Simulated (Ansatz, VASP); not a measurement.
Zn3P: VASP beside Ansatz

```
Zn P
1.0
     3.89436    0.00000    0.00000
     0.00000    3.89436    0.00000
     0.00000    0.00000    3.89436
Zn P
3 1
Direct
  0.50000 0.50000 0.00000
  0.50000 0.00000 0.50000
  0.00000 0.50000 0.50000
  0.00000 0.00000 0.00000
```

Change from the starting cell: volume scaled by 0.94.

Alike in both runs: task single point; functional PBE; k mesh 7 × 7 × 7; occupations fermi-dirac, width 0.05 eV; no spin polarisation.

```csv
,VASP,Ansatz
version,VASP 6.6.1,Ansatz 0.2.0
potentials or method,"VASP PAW PBE potentials, release 64 (Zn, P)",Ansatz PAW
plane-wave cutoff (eV),520,420
valence electrons in the cell,41,41
```

VASP gave:

| Item | Value |
| --- | --- |
| gap on the k mesh at the Fermi level (eV) | none |
| pressure (GPa) | 4.7 |

**Question.** Estimate Ansatz's values.

**Answer.** gap on the k mesh at the Fermi level (eV): none; pressure (GPa): 4.5.

A gap of «none» marks a metal or a gap that the smearing closes.
